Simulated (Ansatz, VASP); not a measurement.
**GaP in two plane-wave programs**

Wanted: the spread between two codes on one cell, functional and k mesh. The cell is taken from a series of runs on this material, whose earlier steps may have relaxed, scaled, displaced or heated it; both programs get it as it stands.

Method: plane waves, with VASP 6.6.1 beside it; zone-centre phonons at LDA, in Ansatz 0.2.0.

**1. Starting point**

It takes space group F-43m (No. 216, cubic). Conventional cell: a = 5.497 Å, b = 5.497 Å, c = 5.497 Å, α = 90.00°, β = 90.00°, γ = 90.00°. Nearest to P lie 4 Ga at 2.38 Å. Nearest to Ga lie 4 P at 2.38 Å. Farther neighbours are not listed.

Coordinates:

```xyz
2
Lattice="0.0000 2.7486 2.7486 2.7486 0.0000 2.7486 2.7486 2.7486 0.0000" Properties=species:S:1:pos:R:3 pbc="T T T"
P     4.1229    4.1229    4.1229
Ga    0.0000    0.0000    0.0000
```

**2. VASP: zone-centre phonons, LDA**

Second derivatives magnify differences that forces hide, and they need a tight electronic threshold.

Lines of VASP's logs that name or quote its potential files are left out, and so is its time.

The input, INCAR:

```
SYSTEM = GaP
PREC = Accurate
ENCUT = 500
EDIFF = 1E-08
NELM = 120
ISMEAR = 0
SIGMA = 0.01
LREAL = .FALSE.
ALGO = Normal
GGA = PW92
NBANDS = 15
LORBIT = 11
LWAVE = .FALSE.
LCHARG = .FALSE.
ISIF = 2
IBRION = 8
LEPSILON = .TRUE.
LASPH = .TRUE.
GGA_COMPAT = .FALSE.
EFERMI = MIDGAP
KPAR = 2
```

The input, POSCAR:

```
GaP
1.0
    0.0000000000      2.7485761114      2.7485761114
    2.7485761114      0.0000000000      2.7485761114
    2.7485761114      2.7485761114      0.0000000000
P Ga
1 1
Direct
    0.7500000000      0.7500000000      0.7500000000
    0.0000000000      0.0000000000      0.0000000000
```

The input, KPOINTS:

```
Automatic mesh
0
Gamma
12 12 12
0 0 0
```

Potentials, in the order of the species: P and Ga_d (LDA family, release 64).

Launch:

```console
$ mpirun -np 2 vasp_std
```

Numbers of over 12 decimals in the logs are rounded to 6 here.

What it wrote:

```text
[banner, memory and clock lines left out]
running    2 mpi-ranks, on    1 nodes
 distrk:  each k-point on    1 cores,    2 groups
 distr:  one band on    1 cores,    1 groups

 POSCAR found type information on POSCAR P Ga
 POSCAR found :  2 types and       2 ions
|                                                                             |
|               ----> ADVICE to this user running VASP <----                  |
|                                                                             |
|     You enforced a specific xc type in the INCAR file but a different       |
|     [... a line on the potential file left out ...]
|     I HOPE YOU KNOW WHAT YOU ARE DOING!                                     |
|                                                                             |

 LDA part: xc-table for (Slater(with rela. corr.)+PW92), standard interpolation
 POSCAR, INCAR and KPOINTS ok, starting setup
 FFT: planning ... GRIDC
 FFT: planning ... GRID_SOFT
 FFT: planning ... GRID
 WAVECAR not read
 entering main loop
       N       E                     dE             d eps       ncg     rms          rms(c)
DAV:   1     0.793747346014E+02    0.79375E+02   -0.89098E+03  2208   0.165E+03
DAV:   2    -0.441032905174E+01   -0.83785E+02   -0.80244E+02  2412   0.316E+02
DAV:   3    -0.106175843924E+02   -0.62073E+01   -0.61830E+01  2713   0.687E+01
DAV:   4    -0.107204405060E+02   -0.10286E+00   -0.10283E+00  2719   0.958E+00
DAV:   5    -0.107224612610E+02   -0.20208E-02   -0.20207E-02  2856   0.115E+00    0.418E+00
DAV:   6    -0.104633120000E+02    0.25915E+00   -0.37769E-01  3344   0.105E+01    0.267E+00
DAV:   7    -0.104192397147E+02    0.44072E-01   -0.80576E-02  2789   0.200E+00    0.102E+00
DAV:   8    -0.104144252399E+02    0.48145E-02   -0.11102E-02  2783   0.121E+00    0.165E-01
DAV:   9    -0.104144036394E+02    0.21600E-04   -0.98270E-04  3248   0.429E-01    0.654E-02
DAV:  10    -0.104144066881E+02   -0.30487E-05   -0.45188E-05  3236   0.724E-02    0.277E-02
DAV:  11    -0.104144131107E+02   -0.64226E-05   -0.79025E-06  2672   0.433E-02    0.619E-03
DAV:  12    -0.104144129493E+02    0.16135E-06   -0.46638E-07  2732   0.684E-03    0.430E-03
DAV:  13    -0.104144129298E+02    0.19510E-07   -0.18317E-07  2783   0.422E-03    0.778E-04
DAV:  14    -0.104144129292E+02    0.58571E-09   -0.75941E-09  1843   0.117E-03
   1 F= -.10414413E+02 E0= -.10414413E+02  d E =0.000000E+00
 Linear response reoptimize wavefunctions to high precision
DAV:   1    -0.104144129292E+02   -0.25466E-10   -0.17665E-09  2240   0.382E-04
DAV:   2    -0.104144129293E+02   -0.30013E-10   -0.26610E-10  1472   0.161E-04
 Linear response G [H, r] |phi>, progress :
  Direction:   1
       N       E                     dE             d eps       ncg     rms
RMM:   1    -0.399559700238E+02   -0.39956E+02    0.17434E+02  2518   0.231E+02
RMM:   2    -0.493608068220E+02   -0.94048E+01   -0.21863E+01  4530   0.341E+01
RMM:   3    -0.501161027189E+02   -0.75530E+00   -0.80040E-01  4483   0.835E+00
RMM:   4    -0.502287422426E+02   -0.11264E+00    0.28474E-01  4682   0.232E+00
RMM:   5    -0.502441078283E+02   -0.15366E-01    0.26568E-01  4693   0.629E-01
RMM:   6    -0.502741724237E+02   -0.30065E-01   -0.24121E-02  4781   0.207E-01
RMM:   7    -0.502713590861E+02    0.28133E-02    0.51334E-03  4769   0.767E-02
RMM:   8    -0.502720977757E+02   -0.73869E-03   -0.20920E-03  4835   0.313E-02
RMM:   9    -0.502717882504E+02    0.30953E-03    0.10414E-03  4792   0.138E-02
RMM:  10    -0.502720511031E+02   -0.26285E-03   -0.15797E-03  4789   0.694E-03
RMM:  11    -0.502718525567E+02    0.19855E-03    0.40863E-04  4317   0.401E-03
RMM:  12    -0.502718289232E+02    0.23633E-04    0.64499E-04  3769   0.263E-03
RMM:  13    -0.502717390477E+02    0.89876E-04    0.15441E-03  3254   0.213E-03
RMM:  14    -0.502717536186E+02   -0.14571E-04    0.13991E-03  2852   0.181E-03
RMM:  15    -0.502717483558E+02    0.52628E-05    0.14523E-03  2625   0.176E-03
RMM:  16    -0.502717480959E+02    0.25989E-06    0.14533E-03  2559   0.164E-03
RMM:  17    -0.502717489367E+02   -0.84073E-06    0.14455E-03  2489   0.168E-03
 Linear response G [H, r] |phi>, progress :
  Direction:   2
       N       E                     dE             d eps       ncg     rms
RMM:   1    -0.393863154068E+02   -0.39386E+02    0.14690E+02  2551   0.232E+02
RMM:   2    -0.510532840090E+02   -0.11667E+02   -0.16132E+01  4514   0.333E+01
RMM:   3    -0.523166298810E+02   -0.12633E+01   -0.69372E-01  4382   0.830E+00
RMM:   4    -0.524627458531E+02   -0.14612E+00   -0.37665E-02  4634   0.239E+00
RMM:   5    -0.524615451198E+02    0.12007E-02    0.11702E-01  4652   0.629E-01
RMM:   6    -0.524758676115E+02   -0.14322E-01   -0.14387E-02  4727   0.205E-01
RMM:   7    -0.524743295301E+02    0.15381E-02    0.20945E-03  4742   0.743E-02
[...]
RMM:   9    -0.163176737810E+01   -0.54149E-07   -0.27961E-07  4151   0.640E-04
RMM:  10    -0.163176735788E+01    0.20218E-07   -0.39950E-08  3781   0.255E-04
RMM:  11    -0.163176736235E+01   -0.44738E-08    0.23953E-07  2685   0.107E-04
RMM:  12    -0.163176736517E+01   -0.28223E-08    0.48665E-06  1986   0.678E-05
RMM:  13    -0.163176736381E+01    0.13632E-08   -0.47804E-07  1653   0.571E-05
RMM:  14    -0.163176736861E+01   -0.47993E-08   -0.28413E-08  1506   0.550E-05
[...]
Linear response to external field, progress :
  Direction:   2
       N       E                     dE             d eps       ncg     rms          rms(c)
RMM:   1    -0.149196094368E+00   -0.14920E+00    0.51585E+00  9197   0.819E+00
RMM:   2    -0.125975792129E+01   -0.11106E+01   -0.70413E-02 16797   0.178E+00    0.153E+00
RMM:   3    -0.121289522035E+01    0.46863E-01   -0.33138E-02 16952   0.104E+00    0.885E-01
RMM:   4    -0.123746035032E+01   -0.24565E-01   -0.29234E-02 17033   0.979E-01    0.158E-01
RMM:   5    -0.124446403576E+01   -0.70037E-02   -0.19718E-03 17473   0.283E-01    0.391E-02
RMM:   6    -0.124806352475E+01   -0.35995E-02   -0.19540E-04 17546   0.945E-02    0.283E-02
RMM:   7    -0.124816575994E+01   -0.10224E-03   -0.34910E-05 17349   0.345E-02    0.246E-03
RMM:   8    -0.124834611643E+01   -0.18036E-03   -0.73176E-06 17805   0.116E-02    0.864E-04
RMM:   9    -0.124831422167E+01    0.31895E-04   -0.75178E-07 17899   0.459E-03    0.339E-04
RMM:  10    -0.124831381462E+01    0.40705E-06   -0.70659E-07 17767   0.173E-03    0.139E-04
RMM:  11    -0.124830889932E+01    0.49153E-05    0.46740E-08 17562   0.752E-04    0.859E-05
RMM:  12    -0.124830771076E+01    0.11886E-05    0.73048E-09 13881   0.280E-04    0.393E-05
RMM:  13    -0.124830702980E+01    0.68096E-06    0.30607E-08  8448   0.134E-04    0.489E-06
 change of polarisation eV/A/(eV/A) component  2 :     0.596     2.361     0.381
 dielectric tensor                  component  2 :     2.599    11.289     1.660
 Linear response to external field, progress :
  Direction:   3
       N       E                     dE             d eps       ncg     rms          rms(c)
RMM:   1    -0.148995946983E+00   -0.14900E+00    0.51605E+00  9196   0.819E+00
RMM:   2    -0.125971861089E+01   -0.11107E+01   -0.70655E-02 16801   0.178E+00    0.153E+00
RMM:   3    -0.121289519242E+01    0.46823E-01   -0.33068E-02 16949   0.104E+00    0.885E-01
RMM:   4    -0.123747691180E+01   -0.24582E-01   -0.29327E-02 17036   0.980E-01    0.158E-01
RMM:   5    -0.124447256225E+01   -0.69957E-02   -0.19820E-03 17469   0.283E-01    0.390E-02
RMM:   6    -0.124806293756E+01   -0.35904E-02   -0.20037E-04 17550   0.946E-02    0.283E-02
RMM:   7    -0.124816571082E+01   -0.10277E-03   -0.36468E-05 17345   0.345E-02    0.248E-03
RMM:   8    -0.124834635896E+01   -0.18065E-03   -0.77232E-06 17786   0.116E-02    0.865E-04
RMM:   9    -0.124831419004E+01    0.32169E-04   -0.89462E-07 17890   0.463E-03    0.340E-04
RMM:  10    -0.124831391471E+01    0.27533E-06   -0.85678E-07 17763   0.174E-03    0.141E-04
RMM:  11    -0.124830886803E+01    0.50467E-05   -0.93012E-09 17587   0.758E-04    0.854E-05
RMM:  12    -0.124830767624E+01    0.11918E-05   -0.13841E-08 13897   0.282E-04    0.395E-05
RMM:  13    -0.124830699824E+01    0.67800E-06    0.21012E-08  8465   0.135E-04    0.518E-06
 change of polarisation eV/A/(eV/A) component  3 :     0.501     0.561     2.361
 dielectric tensor                  component  3 :     2.183     2.446    11.289
 Linear response DOF=           2
 Linear response progress:
  Degree of freedom:   1/  2
       N       E                     dE             d eps       ncg     rms          rms(c)
RMM:   1    -0.510801622707E-01   -0.51080E-01    0.27469E-03 19200   0.173E+00
RMM:   2    -0.473238059364E-01    0.37564E-02   -0.57094E-03 15352   0.499E-01    0.117E-01
RMM:   3    -0.473285205680E-01   -0.47146E-05   -0.49389E-04 16942   0.162E-01    0.569E-02
RMM:   4    -0.475615804829E-01   -0.23306E-03   -0.10129E-04 16506   0.612E-02    0.106E-02
RMM:   5    -0.475726884323E-01   -0.11108E-04   -0.16896E-05 17712   0.209E-02    0.669E-03
RMM:   6    -0.475550479428E-01    0.17640E-04   -0.18302E-06 16562   0.770E-03    0.353E-03
RMM:   7    -0.475559603657E-01   -0.91242E-06    0.54644E-07 17621   0.290E-03    0.826E-04
RMM:   8    -0.475538711909E-01    0.20892E-05    0.29659E-07 16974   0.885E-04    0.149E-04
RMM:   9    -0.475535192090E-01    0.35198E-06    0.20150E-07 17568   0.291E-04    0.182E-05
RMM:  10    -0.475535869792E-01   -0.67770E-07    0.18267E-07 16926   0.114E-04    0.481E-06
RMM:  11    -0.475535878804E-01   -0.90127E-09    0.16924E-07 17586   0.527E-05    0.653E-06
RMM:  12    -0.475535916143E-01   -0.37338E-08    0.18174E-07 16564   0.296E-05    0.143E-06
RMM:  13    -0.475536023127E-01   -0.10698E-07    0.98325E-08 14140   0.192E-05    0.516E-07
RMM:  14    -0.475535827150E-01    0.19598E-07    0.59221E-07  9786   0.152E-05    0.987E-08
 first order change of Fermi-energy  -0.10107E+01
 force on displaced ion       1 direction 1 :  -9.091  -0.000  -0.000
 Born effective charge ion    1 direction 1 :  -2.171   0.000   0.000
 Linear response progress:
  Degree of freedom:   2/  2
       N       E                     dE             d eps       ncg     rms          rms(c)
RMM:   1    -0.166852077276E+00   -0.16685E+00    0.10254E-01 10538   0.850E+00
RMM:   2    -0.165088363783E+00    0.17637E-02   -0.26061E-02 16098   0.140E+00    0.526E-02
RMM:   3    -0.165388568843E+00   -0.30021E-03   -0.40254E-03 16873   0.422E-01    0.385E-02
RMM:   4    -0.165211341123E+00    0.17723E-03   -0.14107E-03 17872   0.171E-01    0.153E-02
RMM:   5    -0.165197160479E+00    0.14181E-04   -0.11876E-04 17743   0.412E-02    0.495E-03
RMM:   6    -0.165192495200E+00    0.46653E-05   -0.30108E-05 17562   0.147E-02    0.715E-04
RMM:   7    -0.165191523200E+00    0.97200E-06   -0.19820E-05 17527   0.604E-03    0.152E-04
RMM:   8    -0.165190133329E+00    0.13899E-05   -0.81157E-06 17990   0.255E-03    0.510E-05
RMM:   9    -0.165189750595E+00    0.38273E-06   -0.50573E-06 17746   0.107E-03    0.183E-05
RMM:  10    -0.165189417324E+00    0.33327E-06   -0.19663E-06 18063   0.488E-04    0.141E-05
RMM:  11    -0.165189258575E+00    0.15875E-06   -0.13224E-06 17611   0.232E-04    0.465E-06
RMM:  12    -0.165189209641E+00    0.48934E-07   -0.48167E-07 17600   0.118E-04    0.251E-06
RMM:  13    -0.165189191424E+00    0.18217E-07   -0.31218E-07 17682   0.651E-05    0.147E-06
RMM:  14    -0.165189162510E+00    0.28914E-07   -0.13577E-07 17545   0.405E-05    0.734E-07
RMM:  15    -0.165189162934E+00   -0.42409E-09   -0.10619E-07 15227   0.288E-05    0.429E-07
RMM:  16    -0.165189157790E+00    0.51438E-08   -0.59570E-08 11679   0.233E-05    0.367E-07
 first order change of Fermi-energy   0.10110E+01
 force on displaced ion       2 direction 1 :  -9.098   0.000   0.000
 Born effective charge ion    2 direction 1 :   2.155   0.000   0.000
 Born effective charges drift removed
 Linear response finished
```

Parts of OUTCAR (step 2):

```text
ion  position               nearest neighbor table
   1  0.750  0.750  0.750-   2 2.38   2 2.38   2 2.38   2 2.38
   2  0.000  0.000  0.000-   1 2.38   1 2.38   1 2.38   1 2.38

  LATTYP: Found a face centered cubic cell.
 ALAT       =     5.4971522228

 Subroutine GETGRP returns: Found 24 space group operations
 (whereof 24 operations were pure point group operations)

The static configuration has the point symmetry T_d .

 Found     72 irreducible k-points:

   k-points           NKPTS =     72   k-points in BZ     NKDIM =     72   number of bands    NBANDS=     15

   dimension x,y,z NGX =    28 NGY =   28 NGZ =   28
   dimension x,y,z NGXF=    56 NGYF=   56 NGZF=   56

   ENCUT  =  500.0 eV  36.75 Ry    6.06 a.u.   7.09  7.09  7.09*2*pi/ulx,y,z

   NELECT =      18.0000    total number of electrons

 k-points in reciprocal lattice and weights: Automatic mesh
   0.00000000  0.00000000  0.00000000       0.001
   0.08333333  0.00000000  0.00000000       0.005
   0.16666667  0.00000000  0.00000000       0.005
   0.25000000  0.00000000  0.00000000       0.005
   0.33333333  0.00000000  0.00000000       0.005
   0.41666667  0.00000000  0.00000000       0.005
   0.50000000  0.00000000  0.00000000       0.002
   0.08333333  0.08333333  0.00000000       0.003
   0.16666667  0.08333333  0.00000000       0.014
[...]
-0.33333333  0.50000000  0.16666667       0.007
  -0.25000000  0.50000000  0.25000000       0.003

 average (electrostatic) potential at core
       1 -84.8816       2 -66.8017

  Total       -1.1843955     -1.1843955     -1.1843955      0.0000000      0.0000000      0.0000000
  in kB      -45.6934573    -45.6934573    -45.6934573      0.0000000      0.0000000      0.0000000
  external PRESSURE =     -45.6934573 kB  Pullay stress =       0.0000000 kB

  energy-cutoff  :      500.00
  volume of cell :       41.53
      direct lattice vectors                 reciprocal lattice vectors
     0.000000000  2.748576111  2.748576111    -0.181912372  0.181912372  0.181912372
     2.748576111  0.000000000  2.748576111     0.181912372 -0.181912372  0.181912372
     2.748576111  2.748576111  0.000000000     0.181912372  0.181912372 -0.181912372

 POSITION                                       TOTAL-FORCE (eV/Angst)
 -----------------------------------------------------------------------------------
      4.12286      4.12286      4.12286        -0.000000      0.000000      0.000000
      0.00000      0.00000      0.00000         0.000000     -0.000000     -0.000000
 -----------------------------------------------------------------------------------
    total drift:                               -0.000001     -0.000001     -0.000000

 MACROSCOPIC STATIC DIELECTRIC TENSOR (including local field effects in DFT)
 ------------------------------------------------------
          11.288606     0.000000     0.000000
          -0.000000    11.288606    -0.000000
          -0.000000    -0.000000    11.288606
 ------------------------------------------------------

 PIEZOELECTRIC TENSOR (including local field effects)  for field in x, y, z        (C/m^2)
          XX          YY          ZZ          XY          YZ          ZX
  --------------------------------------------------------------------------------
  x    -0.00000     0.00000    -0.00000     0.00000     0.80118     0.00000
  y     0.00000    -0.00000     0.00000     0.00000     0.00000     0.80118
  z     0.00000    -0.00000    -0.00000     0.80118     0.00000     0.00000

 BORN EFFECTIVE CHARGES (including local field effects) (in |e|, cummulative output)
 ---------------------------------------------------------------------------------
 ion    1
    1    -2.16585     0.00000    -0.00000
    2    -0.00000    -2.16585     0.00000
    3    -0.00000     0.00000    -2.16585
 ion    2
    1     2.16585     0.00000     0.00000
    2     0.00000     2.16585    -0.00000
    3     0.00000     0.00000     2.16585

 Eigenvectors and eigenvalues of the dynamical matrix
 ----------------------------------------------------

   1 f  =   10.179626 THz    63.960479 2PiTHz  339.555786 cm-1    42.099533 meV
             X         Y         Z           dx          dy          dz
      4.122864  4.122864  4.122864     0.588319    0.588319   -0.000000
      0.000000  0.000000  0.000000    -0.392277   -0.392277    0.000000

   2 f  =   10.179626 THz    63.960479 2PiTHz  339.555786 cm-1    42.099533 meV
             X         Y         Z           dx          dy          dz
      4.122864  4.122864  4.122864     0.588319   -0.588319    0.000000
      0.000000  0.000000  0.000000    -0.392277    0.392277   -0.000000

   3 f  =   10.179626 THz    63.960479 2PiTHz  339.555786 cm-1    42.099533 meV
             X         Y         Z           dx          dy          dz
      4.122864  4.122864  4.122864     0.000000    0.000000    0.832008
      0.000000  0.000000  0.000000     0.000000   -0.000000   -0.554763

   4 f/i=    0.001833 THz     0.011516 2PiTHz    0.061137 cm-1     0.007580 meV
             X         Y         Z           dx          dy          dz
      4.122864  4.122864  4.122864     0.005095   -0.173981   -0.526751
      0.000000  0.000000  0.000000     0.007641   -0.260928   -0.789997

   5 f/i=    0.001833 THz     0.011516 2PiTHz    0.061137 cm-1     0.007580 meV
             X         Y         Z           dx          dy          dz
      4.122864  4.122864  4.122864     0.553518   -0.033354    0.016370
      0.000000  0.000000  0.000000     0.830140   -0.050023    0.024551

   6 f/i=    0.001833 THz     0.011516 2PiTHz    0.061137 cm-1     0.007580 meV
             X         Y         Z           dx          dy          dz
      4.122864  4.122864  4.122864    -0.036804   -0.525719    0.173284
      0.000000  0.000000  0.000000    -0.055197   -0.788449    0.259883

 MACROSCOPIC STATIC DIELECTRIC TENSOR IONIC CONTRIBUTION
 ------------------------------------------------------
           2.247428     0.000000    -0.000000
           0.000000     2.247428    -0.000000
          -0.000000    -0.000000     2.247428
 ------------------------------------------------------

 ELASTIC MODULI CONTR FROM IONIC RELAXATION (kBar)
 Direction    XX          YY          ZZ          XY          YZ          ZX
 --------------------------------------------------------------------------------
 XX          -0.0000      0.0000      0.0000     -0.0000      0.0000      0.0000
 YY           0.0000     -0.0000      0.0000     -0.0000     -0.0000      0.0000
 ZZ           0.0000      0.0000     -0.0000      0.0000     -0.0000      0.0000
 XY          -0.0000     -0.0000      0.0000   -126.4177      0.0000      0.0000
 YZ           0.0000     -0.0000     -0.0000      0.0000   -126.4177     -0.0000
 ZX           0.0000      0.0000      0.0000      0.0000     -0.0000   -126.4177
 --------------------------------------------------------------------------------

 PIEZOELECTRIC TENSOR IONIC CONTR  for field in x, y, z        (C/m^2)
          XX          YY          ZZ          XY          YZ          ZX
  --------------------------------------------------------------------------------
  x     0.00000    -0.00000    -0.00000     0.00000    -0.50156    -0.00000
  y     0.00000     0.00000     0.00000     0.00000    -0.00000    -0.50156
  z    -0.00000    -0.00000     0.00000    -0.50156     0.00000     0.00000
```

The dielectric response converges more slowly with the mesh than energies do, so tensor and charges may still move on a finer one.

(Continued in part 2 of 2.)

[Lines on the potential files, build, host, timing and source positions are cut from VASP's logs without a mark.]

[Logs are printed without paths, hosts, clocks, repeated set-up lines and the standing remarks that a program may print on its own settings, such as how far it seeks lower states.]

[Hosts, paths, dates, database ids (printed as entryN), source tags and the programs' standing remarks are cut or masked in the printed files.]
